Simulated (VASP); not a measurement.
Consider the following.

```
CELL_PARAMETERS angstrom
      0.00000     2.80594     2.80594
      2.80594     0.00000     2.80594
      2.80594     2.80594     0.00000
ATOMIC_POSITIONS crystal
  O  0.00000 0.00000 0.00000
  Al 0.25000 0.25000 0.25000
  Al 0.75000 0.75000 0.75000
```

Method: r2SCAN meta-GGA, VASP's PBE PAW potentials (set 64) (plane waves; VASP 6.6.1). Settings: 520 eV cut-off, 9×9×9 Γ-centred mesh, first-order Methfessel-Paxton smearing of 0.10 eV, potentials O Al.

What does the run give for the energy per atom (σ→0), band gap (on the k-mesh) with the smallest direct gap where there is one?

```
Quantity                                                    Result
------------------------  ----------------------------------------
band gap (on the k-mesh)  none (metal, semimetal or under 0.01 eV)
energy per atom (σ→0)                               -6.217 eV/atom
```

The absolute energy has meaning only against runs of the same code, potentials and settings.

The structure comes from a measured Al2O entry (Fm-3m) of the Crystallography Open Database, whose conditions weren't checked. It was relaxed first, which changed the volume by +43 %. The start is the result of an earlier pass.
